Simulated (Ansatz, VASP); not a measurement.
**Si2W: VASP beside Ansatz**

Aim: how closely do two programs agree when they are given the same cell, functional and k mesh?

Main program and level: Ansatz 0.2.0; plane waves, with VASP 6.6.1 beside it; relaxation of cell and atoms at LDA.

## 1. The structure

It takes space group I4/mmm (No. 139, tetragonal). The conventional cell has a = 3.214 Å, b = 3.214 Å, c = 7.830 Å, α = 90.00°, β = 90.00°, γ = 90.00°. Si has 5 Si at 2.59 to 2.63 Å and 5 W at 2.62 Å nearest. Nearest to W lie 10 Si at 2.62 Å. Farther neighbours are not listed.

Coordinates:

```cif
data_structure
_symmetry_space_group_name_H-M 'I4/mmm'
_symmetry_Int_Tables_number 139
_cell_length_a 3.2138
_cell_length_b 3.2138
_cell_length_c 7.8299
_cell_angle_alpha 90.000
_cell_angle_beta 90.000
_cell_angle_gamma 90.000
_cell_volume 80.87
loop_
_atom_site_label
_atom_site_type_symbol
_atom_site_symmetry_multiplicity
_atom_site_Wyckoff_symbol
_atom_site_fract_x
_atom_site_fract_y
_atom_site_fract_z
_atom_site_occupancy
Si1 Si 4 e 0.00000 0.00000 0.33470 1
W1 W 2 a 0.00000 0.00000 0.00000 1
```

## 2. VASP: relaxation of cell and atoms, LDA

The relaxed volume is the usual yardstick between codes: its relative difference is about their pressure difference at one cell divided by the bulk modulus.

Lines of VASP's logs that name or quote its potential files are left out, and so is its time.

Contents of INCAR:

```
SYSTEM = Si2W
PREC = Accurate
ENCUT = 520
EDIFF = 1E-06
NELM = 100
ISMEAR = -1
SIGMA = 0.05
LREAL = .FALSE.
ALGO = Normal
GGA = CA
NBANDS = 13
LASPH = .TRUE.
LORBIT = 11
LWAVE = .FALSE.
LCHARG = .FALSE.
KPAR = 2
IBRION = 2
NSW = 60
ISIF = 3
EDIFFG = -0.01
```

Contents of POSCAR:

```
Si2W
1.0
   -1.6069000000      1.6069000000      3.9149500000
    1.6069000000     -1.6069000000      3.9149500000
    1.6069000000      1.6069000000     -3.9149500000
Si W
2 1
Direct
    0.3347000000      0.3347000000      0.0000000000
    0.6653000000      0.6653000000      0.0000000000
    0.0000000000      0.0000000000      0.0000000000
```

Contents of KPOINTS:

```
Automatic mesh
0
Gamma
8 8 8
0 0 0
```

PAW data sets: Si and W (PBE family, release 64).

Run with:

```
$ mpirun -np 2 vasp_std
```

Numbers of over 12 decimals in the logs are rounded to 6 here.

The program printed:

```text
[banner, memory and clock lines left out]
running    2 mpi-ranks, on    1 nodes
 distrk:  each k-point on    1 cores,    2 groups
 distr:  one band on    1 cores,    1 groups

 POSCAR found type information on POSCAR SiW
 POSCAR found :  2 types and       3 ions
|                                                                             |
|               ----> ADVICE to this user running VASP <----                  |
|                                                                             |
|     You enforced a specific xc type in the INCAR file but a different       |
|     [... a line on the potential file left out ...]
|     I HOPE YOU KNOW WHAT YOU ARE DOING!                                     |
|                                                                             |

 LDA part: xc-table for (Slater(with rela. corr.)+CA(PZ))
 , standard interpolation
 POSCAR, INCAR and KPOINTS ok, starting setup
 FFT: planning ... GRIDC
 FFT: planning ... GRID_SOFT
 FFT: planning ... GRID
 WAVECAR not read
 entering main loop
       N       E                     dE             d eps       ncg     rms          rms(c)
DAV:   1     0.267371053244E+02    0.26737E+02   -0.61077E+03  1534   0.940E+02
DAV:   2    -0.256317004414E+02   -0.52369E+02   -0.47561E+02  1835   0.186E+02
DAV:   3    -0.282311318304E+02   -0.25994E+01   -0.25221E+01  2103   0.340E+01
DAV:   4    -0.282656707485E+02   -0.34539E-01   -0.34489E-01  1868   0.438E+00
DAV:   5    -0.282661701335E+02   -0.49938E-03   -0.49930E-03  2212   0.461E-01    0.278E+01
DAV:   6    -0.275041290848E+02    0.76204E+00   -0.22071E+00  2280   0.946E+00    0.115E+01
DAV:   7    -0.273840040210E+02    0.12013E+00   -0.23458E-01  1732   0.315E+00    0.582E+00
DAV:   8    -0.273584778033E+02    0.25526E-01   -0.41821E-02  2018   0.158E+00    0.414E-01
DAV:   9    -0.273582059723E+02    0.27183E-03   -0.22852E-03  1810   0.322E-01    0.216E-01
DAV:  10    -0.273581415489E+02    0.64423E-04   -0.31124E-04  1939   0.113E-01    0.508E-02
DAV:  11    -0.273581326736E+02    0.88753E-05   -0.37106E-05  1972   0.444E-02    0.186E-02
DAV:  12    -0.273581327748E+02   -0.10120E-06   -0.12986E-06  1275   0.891E-03
   1 F= -.27358133E+02 E0= -.27356974E+02  d E =-.273581E+02
[...]
2 F= -.27329693E+02 E0= -.27328810E+02  d E =0.284396E-01
[...]
3 F= -.27367813E+02 E0= -.27366756E+02  d E =-.968070E-02
[...]
4 F= -.27367814E+02 E0= -.27366759E+02  d E =-.968141E-02
[...]
5 F= -.27367848E+02 E0= -.27366772E+02  d E =-.334591E-04
 trial-energy change:   -0.000033  1 .order   -0.000033   -0.000142    0.000075
 step:   0.5687(harm=  0.5687)  dis= 0.00016  next Energy=   -27.367861 (dE=-0.464E-04)
 bond charge predicted
       N       E                     dE             d eps       ncg     rms          rms(c)
DAV:   1    -0.273678678804E+02   -0.19372E-04   -0.50603E-04  1762   0.148E-01    0.120E-02
DAV:   2    -0.273678622451E+02    0.56352E-05   -0.12957E-05  1907   0.286E-02    0.875E-03
DAV:   3    -0.273678605319E+02    0.17132E-05   -0.26748E-06  1737   0.107E-02    0.237E-03
DAV:   4    -0.273678604290E+02    0.10286E-06   -0.35870E-07   852   0.421E-03
   6 F= -.27367860E+02 E0= -.27366792E+02  d E =-.462464E-04
 curvature:  -0.29 expect dE=-0.143E-05 dE for cont linesearch -0.147E-10
 trial: gam= 0.00108 g(F)=  0.517E-06 g(S)=  0.447E-05 ort = 0.917E-07 (trialstep = 0.809E+00)
 search vector abs. value=  0.499E-05
 reached required accuracy - stopping structural energy minimisation
```

Parts of OUTCAR (step 2):

```text
ion  position               nearest neighbor table
   1  0.335  0.335  0.000-   2 2.59   3 2.62   3 2.62   3 2.62   3 2.62   3 2.62   2 2.63   2 2.63
                             2 2.63   2 2.63
   2  0.665  0.665  0.000-   1 2.59   3 2.62   3 2.62   3 2.62   3 2.62   3 2.62   1 2.63   1 2.63
                             1 2.63   1 2.63
   3  0.000  0.000  0.000-   2 2.62   2 2.62   2 2.62   1 2.62   2 2.62   1 2.62   1 2.62   1 2.62
                             1 2.62   2 2.62

  LATTYP: Found a body centered tetragonal cell.
 ALAT       =     3.2138000000
 C/A-ratio  =     2.4363370465

 Subroutine GETGRP returns: Found 16 space group operations
 (whereof 16 operations were pure point group operations)

The static configuration has the point symmetry D_4h.

 Found     59 irreducible k-points:

   k-points           NKPTS =     59   k-points in BZ     NKDIM =     59   number of bands    NBANDS=     13

   dimension x,y,z NGX =    36 NGY =   36 NGZ =   36
   dimension x,y,z NGXF=    72 NGYF=   72 NGZF=   72

   ENCUT  =  520.0 eV  38.22 Ry    6.18 a.u.   8.42  8.42  8.42*2*pi/ulx,y,z

   NELECT =      14.0000    total number of electrons

 k-points in reciprocal lattice and weights: Automatic mesh
   0.00000000  0.00000000  0.00000000       0.002
   0.12500000  0.00000000  0.00000000       0.016
   0.25000000  0.00000000  0.00000000       0.016
   0.37500000  0.00000000  0.00000000       0.016
   0.50000000  0.00000000  0.00000000       0.008
   0.12500000  0.12500000  0.00000000       0.016
   0.25000000  0.12500000  0.00000000       0.031
   0.37500000  0.12500000  0.00000000       0.031
   0.50000000  0.12500000  0.00000000       0.031
[...]
-0.37500000 -0.37500000  0.37500000       0.004
   0.50000000  0.50000000  0.50000000       0.002

 average (electrostatic) potential at core
       1 -78.6430       2 -78.6430       3 -34.3013

 E-fermi :  10.4441

 k-point     1 :       0.0000    0.0000    0.0000
  band No.  band energies     occupation
    ...
      2       3.5859      2.00000
      3       6.8395      2.00000
      4       7.0935      2.00000
      5       7.6568      2.00000
      6       7.6568      2.00000
      7      11.1602      0.00000
      8      13.4342      0.00000
      9      13.5747      0.00000
     10      13.7424      0.00000
     11      13.7424      0.00000
    ...

 k-point     2 :       0.1250    0.0000    0.0000
  band No.  band energies     occupation
    ...
      3       6.0195      2.00000
      4       7.0856      2.00000
      5       7.8569      2.00000
      6       7.9739      2.00000
      7      10.2196      1.97781
      8      12.5929      0.00000
      9      13.0609      0.00000
     10      14.3800      0.00000
     11      14.7761      0.00000
     12      15.5260      0.00000
    ...

 k-point     3 :       0.2500    0.0000    0.0000
  band No.  band energies     occupation
    ...
      3       5.0703      2.00000
      4       6.6520      2.00000
      5       8.0919      2.00000
      6       8.2954      2.00000
      7       9.1454      2.00000
      8      11.8643      0.00000
      9      12.8187      0.00000
     10      15.0238      0.00000
     11      15.2492      0.00000
     12      16.1254      0.00000
    ...

  Total        0.0095104      0.0095104      0.0098601      0.0000000      0.0000000      0.0000000
  in kB        0.3836712      0.3836712      0.3977778      0.0000000      0.0000000      0.0000000
  external PRESSURE =       0.3883734 kB  Pullay stress =       0.0000000 kB

  energy-cutoff  :      520.00
  volume of cell :       39.71
      direct lattice vectors                 reciprocal lattice vectors
    -1.596860210  1.596860210  3.893663802     0.000000000  0.313114446  0.128413758
     1.596860210 -1.596860210  3.893663802     0.313114446  0.000000000  0.128413758
     1.596860210  1.596860210 -3.893663802     0.313114446  0.313114446  0.000000000

 POSITION                                       TOTAL-FORCE (eV/Angst)
 -----------------------------------------------------------------------------------
      0.00000      0.00000      2.60791        -0.000000     -0.000000      0.002314
      0.00000      0.00000      5.17942         0.000000      0.000000     -0.002314
      0.00000      0.00000      0.00000         0.000000      0.000000     -0.000000
 -----------------------------------------------------------------------------------
    total drift:                               -0.000000      0.000000      0.000000

  FREE ENERGIE OF THE ION-ELECTRON SYSTEM (eV)
  ---------------------------------------------------
  free  energy   TOTEN  =       -27.3678604290 eV

  energy  without entropy=      -27.3657236522  energy(sigma->0) =      -27.36679204

 reached required accuracy - stopping structural energy minimisation

 total charge
# of ion       s       p       d       tot
------------------------------------------
    1        0.738   0.904   0.000   1.642
    2        0.738   0.904   0.000   1.642
    3        0.559   0.680   4.626   5.866
--------------------------------------------------
tot          2.035   2.489   4.626   9.151

[... 3 further parts left out ...]
```

The data set W keeps the semicore shell frozen, which is cheaper and a little less accurate. The run keeps the 16 symmetry operations of its start, so it cannot find a distortion of lower symmetry.

## 3. Ansatz: relaxation of cell and atoms, LDA

Ansatz runs on its default PAW (the set named soft_2) files.

The same cell, functional (in two slightly different forms), mesh and smearing now go to Ansatz, which takes its cutoff from its data sets.

Contents of input.yaml:

```yaml
crystal:
  lattice:
    - [-1.6069, 1.6069, 3.91495]
    - [1.6069, -1.6069, 3.91495]
    - [1.6069, 1.6069, -3.91495]
  atoms:
    - { symbol: Si, position: [0.3347, 0.3347, 0.0] }
    - { symbol: Si, position: [0.6653, 0.6653, 0.0] }
    - { symbol: W, position: [0.0, 0.0, 0.0] }
hamiltonian:
  xc: lda
  pseudopotentials: { kind: paw }
kpoints:
  mp_grid: { grid: [8, 8, 8] }
scf:
  occupations: { method: fermi_dirac, width: 0.05 }
relax:
  f_tol: 0.01
  max_steps: 60
  cell: { stress_tol: 0.05 }
output:
  forces: true
  stress: true
```

Run with:

```
$ ansatz run input.yaml --threads 4 --pin off --max-ram 9216MiB --backend cpu --events-out ev --progress --plain --runs-dir out
```

The program printed:

```text
Engine: ansatz 0.2.0, x86_64-unknown-linux-gnu
Pseudopotentials: kind: paw
Pseudopotential: Si, paw, valence charge 4, recommended cutoff 420 eV (normal), Si.paw.azcp
Pseudopotential: W, paw, valence charge 14, recommended cutoff 420 eV (normal), W.paw.azcp
Functional definition: SPW92
  exchange = slater_x
  correlation = pw_c
Crystal: 3 atoms, lattice volume = 40.436 Å³
Basis set: ecut = 420 eV, 793 PW (Γ)
Bands: 15, of which v1, the nominal top of the filled ones, is band 11 counted from 1 (10 counted from 0)
Symmetry: 16 space group operations
Space group: I4/mmm (ITA 139), of the structure as read, at distance tolerance 3.4e-5 Å
k-points: 59 of 512
Non-local potential: Si, projectors of the file, l = 0: 2, l = 1: 2, l = 2: 2
Non-local potential: W, projectors of the file, l = 0: 3, l = 1: 2, l = 2: 2, l = 3: 1
PAW form: soft (Blöchl's): semilocal exchange-correlation on the pseudo side does not see the compensation charge
PAW frozen core: Si, regenerated for the run's functional, and the local potential with it (the file was generated under x = pbe(κ = 0.804, μ = 0.219515), c = pbe(β = 0.066725))
PAW frozen core: W, regenerated for the run's functional, and the local potential with it (the file was generated under x = pbe(κ = 0.804, μ = 0.219515), c = pbe(β = 0.066725))
PAW one-centre angular grid: Si, 110 points (default); XC on 64 Gauss nodes
PAW one-centre angular grid: W, 590 points (default); XC on 64 Gauss nodes
Initial density: superposition of atomic densities (neutral atoms: chi_scale 0, normalization atom), corrected by the library's trained network
Initial wavefunctions: pseudopotential atomic-orbital guess
Functional: x = slater, c = lda
SCF iter   1: F=—  HF=-11348.449489 eV  |F-HF|=—  |Δ(HF+E_count)|=         —  Δρ=6.69e-3  dr2=1.96e-2  ethr=1.77e-3  ⟨swp⟩=5.3  Hψ=5144  notcnv=0
preconditioner: auto → none  [insulator: Δε(μ)=0.166 eV  Ē_g=8.054 eV  σ=0.050 eV  W_gap=0.56  n_scr=10 (ndim 8)  ℏωp=21.8 eV  f_vac=0.000  D(μ)=0.24/eV (n_scr^D=0)  ε∞_Penn≈8.4]
SCF iter   2: F=—  HF=-11348.445356 eV  |F-HF|=—  |Δ(HF+E_count)|=   4.13e-3  Δρ=2.78e-3  dr2=1.73e-3  ethr=8.90e-5  ⟨swp⟩=2.0  Hψ=1486  notcnv=0
SCF iter   3: F=—  HF=-11348.445096 eV  |F-HF|=—  |Δ(HF+E_count)|=   2.60e-4  Δρ=6.12e-4  dr2=8.26e-5  ethr=7.88e-6  ⟨swp⟩=2.2  Hψ=1150  notcnv=0
SCF iter   4: F=—  HF=-11348.445095 eV  |F-HF|=—  |Δ(HF+E_count)|=   1.17e-6  Δρ=6.63e-5  dr2=1.71e-6  ethr=3.76e-7  ⟨swp⟩=2.3  Hψ=1164  notcnv=0
SCF iter   5: F=—  HF=-11348.445094 eV  |F-HF|=—  |Δ(HF+E_count)|=   3.28e-7  Δρ=2.22e-5  dr2=1.08e-7  ethr=7.79e-9  ⟨swp⟩=2.0  Hψ=1279  notcnv=0
SCF iter   6: F=-11348.445094 eV  HF=-11348.445094 eV  |F-HF|=2.60e-10  |Δ(HF+E_count)|=   6.78e-9  Δρ=5.17e-6  dr2=3.48e-9  ethr=4.55e-10  ⟨swp⟩=4.1  Hψ=2795  notcnv=0
SCF 1 converged in 6 iterations: F = -11348.445094 eV  dr2 = 3.48e-9
  greatest PAW one-centre occupation: 1.000 electrons in one spin orbital (limit 2), on the W atom at site 2 (counted from 0), in its partial waves of l = 0
relax step   1: F+E_penalty+E_count = -11348.44509425 eV  Δ(F+E_penalty+E_count) = +0.000e0 eV  max|allowed force component| = 9.950e-2 eV/Å  Δτ_max = 0.0000 Å  P = -5.759 GPa  Ω = 40.436 Å³  (6 SCF iters, dr2 threshold 1.00e-7 eV, accepted)
[...]
relax step   2: F+E_penalty+E_count = -11348.46074890 eV  Δ(F+E_penalty+E_count) = -1.565e-2 eV  max|allowed force component| = 5.715e-2 eV/Å  Δτ_max = 0.0032 Å  P = +2.409 GPa  Ω = 39.052 Å³  energy of the carried Pulay correction = +4.473e-4 eV  (6 SCF iters, dr2 threshold 3.00e-7 eV, accepted)
[...]
relax step   3: F+E_penalty+E_count = -11348.46386237 eV  Δ(F+E_penalty+E_count) = -3.113e-3 eV  max|allowed force component| = 6.326e-3 eV/Å  Δτ_max = 0.0012 Å  P = -0.097 GPa  Ω = 39.457 Å³  energy of the carried Pulay correction = +3.147e-4 eV  (6 SCF iters, dr2 threshold 3.00e-7 eV, accepted)
[...]
relax step   4: F+E_penalty+E_count = -11348.46388182 eV  Δ(F+E_penalty+E_count) = -1.945e-5 eV  max|allowed force component| = 2.202e-3 eV/Å  Δτ_max = 0.0002 Å  P = -0.009 GPa  Ω = 39.441 Å³  energy of the carried Pulay correction = +3.201e-4 eV  (6 SCF iters, dr2 threshold 6.26e-8 eV, accepted)
[...]
relax step   5: F+E_penalty+E_count = -11348.46359569 eV  Δ(F+E_penalty+E_count) = +2.861e-4 eV  max|allowed force component| = 2.260e-3 eV/Å  Δτ_max = 0.0000 Å  P = -0.020 GPa  Ω = 39.441 Å³  stress off target by 3.42e-2 GPa  SCF on the basis re-selected at this cell (its energy is not comparable with the rows above)  (8 SCF iters)
basis re-selected at this cell: Δ(F+E_penalty+E_count) = +2.861e-4 eV, ΔP = -0.010 GPa vs the last step (what re-selecting the basis moved, of the pressure what is left beyond the Pulay correction that the steps carried, after the strain that the cell walked since its last selection, with what the two solves' SCF thresholds leave and, on support functions, any second-order correction that the steps lacked; it is no m [...]
SCF converged after 8 iterations
Free energy (F): -11348.463596 eV
Harris-Foulkes:  -11348.463596 eV  (|F-HF|=1.82e-12)
Internal energy: -11348.461464 eV  (E = F + TS)
E sigma→0 (E₀):  -11348.462530 eV
Entropy (-TS):   -0.002132 eV (-0.711 meV/atom)
Fermi energy:    16.835045 eV
--- Per-component energies (eV) ---
  E_band       = -76.247463
  E_kinetic    = 544.881596
  E_local      = -940.146580  (includes V_loc(G=0)·N_el)
  E_nonlocal   = 59.047538
  E_hartree    = 368.929434
  E_xc         = -380.635391
  E_vxc        = -341.015871  (∫ρ·V_xc dr)
  E_paw        = -9282.473970  (= ΣΔE_a)
  E_vpaw       = -136.872943  (= ΣTr[D̂ρ^β])
  E_aug_tail   = -0.000070  (compensation charges beyond the density's cutoff)
  E_ewald      = -1718.515835
  E_core_change = 0.451814  (= ΣΔE_core)
  E_smearing   = -0.002132  (= −TS)
  E_closure    = 0.000000  (closes the sum)
  Σ components = -11348.463596   (vs F -11348.463596, Δ=0.00e0)
--- Forces (eV/Å), atoms counted from 1 ---
  atom   1  Si     0.00000000     0.00000000    -0.00225960
  atom   2  Si     0.00000000     0.00000000     0.00225960
  atom   3  W      0.00000000     0.00000000    -0.00000000
  max |Σ_I F_I| component: 6.25e-17 eV/Å
--- Stress (GPa, compression-positive) ---
       -0.012544       0.000000      -0.000000
        0.000000      -0.012544       0.000000
        0.000000       0.000000      -0.034162
  P = ⅓ Tr σ = -0.0197 GPa (-0.197 kbar)
--- Relaxed structure (4 steps of the walk, 4 accepted, 1 SCFs on fresh bases) ---
  F+E_penalty+E_count = -11348.46359569 eV   max|allowed force component| = 2.260e-3 eV/Å   (the final SCF, on the basis selected at the relaxed cell)
  cell:  # Å, volume = 39.4406 Å³
    - [-1.593321, 1.593321, 3.883981]
    - [1.593321, -1.593321, 3.883981]
    - [1.593321, 1.593321, -3.883981]
  atoms:
    - { symbol: Si, position: [0.334931, 0.334931, 0] }
    - { symbol: Si, position: [0.665069, 0.665069, 0] }
    - { symbol: W, position: [0, 0, 0] }
```

Wall time 3.9 s (4 threads of Intel Xeon Platinum 8375C at 2.90GHz (Ice Lake), shared host); peak memory 0.62 GiB; 9.3 s of CPU time.

## 4. Differences

Known differences besides the potentials themselves: the two LDA forms differ slightly; both relaxations stop at a tolerance, which leaves soft axes loose, and VASP keeps its plane-wave basis; the data sets hold 22 valence electrons in Ansatz (default PAW (the set named soft_2) files) and 14 in VASP; the cutoff is 420 eV in Ansatz and 520 eV in VASP; Ansatz makes its cores anew for this functional, VASP keeps those of its PBE data sets; VASP's log shows a relativistic correction to its local exchange, Ansatz's none; Ansatz adds a Pulay correction to the stress that steers its cell, VASP none. Total energies have different zeros and are not compared.

The two programs side by side:

| quantity | Ansatz | VASP | difference |
| --- | --- | --- | --- |
| volume (Å³) | 39.44 | 39.71 | -0.69 % |
| edge a after relaxation, in the typed setting (Å) | 4.490 | 4.501 | -0.24 % |

The walks stopped with -0.02 GPa left in Ansatz and 0.04 GPa in VASP; each walk ends within a tolerance, so the volume difference is uncertain by about these residues over the bulk modulus, most in soft cells.

## 5. Summary of results

```json
{"difference in volume (relaxation of cell and atoms, LDA)": "-0.69 %"}
```

What this shows: The difference in volume is -0.69 % (relaxation of cell and atoms, LDA), within the 1.2 % picked in this series as the mark of a large difference, as far as the stopping tolerances let one tell. How closely two codes agree says nothing of how well the functional describes the real material.

[Lines on the potential files, build, host, timing and source positions are cut from VASP's logs without a mark.]

[Logs are printed without paths, hosts, clocks, repeated set-up lines and the standing remarks that a program may print on its own settings, such as how far it seeks lower states.]

[Hosts, paths, dates, database ids (printed as entryN), source tags and the programs' standing remarks are cut or masked in the printed files.]
